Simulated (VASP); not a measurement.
Energy against volume of NiAl (CsCl type). Level of theory: vdW-DF-cx, VASP's PBE PAW potentials (set 64) (plane waves; VASP 6.6.1). Run with 520 eV cut-off, 13×13×13 Γ-centred mesh, first-order Methfessel-Paxton smearing of 0.10 eV, potentials Al Ni.

| V (Å³/atom) | E (eV/atom) |
|---|---|
| 11.135 | -3.47699 |
| 11.490 | -3.49517 |
| 11.846 | -3.50026 |
| 12.201 | -3.49420 |

Fit these four points and predict the energy of the run at 12.556 Å³/atom.

A cubic in V^(−2/3), the third-order Birch-Murnaghan form, passes through the four points with V0 = 11.82 Å³/atom and B0 = 169 GPa, and gives -3.4787 eV/atom there. The run gave -3.4787 eV/atom, +0.0 meV/atom from the fit; all five points give B0 = 169 GPa.

The compound is NiAl in the CsCl type structure. It was relaxed first. The run is not spin-polarised, so no magnetic state was tried.
